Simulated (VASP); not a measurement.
```
Sb
1.0
    3.89041    -2.14054    -0.01338
    3.89041     2.14054    -0.01338
    2.72476     0.00000     3.50615
Sb
2
Direct
  0.23425   0.23425   0.23425
  0.76575   0.76575   0.76575
```

Computed with rev-vdW-DF2, VASP's PBE PAW potentials (set 64) (plane waves; VASP). Run with 520 eV cut-off, 7×7×7 Γ-centred mesh, Gaussian smearing of 0.050 eV, potentials Sb.

Task: The ions and cell shape at fixed volume are relaxed. Predict the relaxed structure.

Result: 
```
Sb
1.0
    3.84505    -2.15538    -0.03742
    3.84505     2.15538    -0.03742
    2.67132     0.00000     3.50650
Sb
2
Cartesian
  2.45732   0.00000   0.81385
  7.90411   0.00000   2.61780
```
Space group R-3m (166), at a tolerance of 0.03 Å.

Task: How much energy does the relaxation gain?

Result: The energy (σ→0) changes by -5.5 meV/atom, in 6 ionic steps.

The compound is Sb in the a7 structure. This cell is one point of a volume scan, at 0.94 of the reference volume. Symmetry was kept, so distortions that lower it aren't found.
